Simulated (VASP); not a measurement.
```
Nb
1.0
   -1.64398     1.64398     1.64398
    1.64398    -1.64398     1.64398
    1.64398     1.64398    -1.64398
Nb
1
Direct
  0.00000   0.00000   0.00000
```

Method: optB86b-vdW, VASP's PBE PAW potentials (set 64) (plane waves; VASP 6.6.1). Settings: 520 eV cut-off, Gaussian smearing of 0.050 eV, potentials Nb_sv.

Q: Estimate the band gap (along the path) with the smallest direct gap where there is one.

A: 
band gap (along the path): none (metal, semimetal or under 0.01 eV)

The compound is Nb in the bcc structure. It was relaxed first.
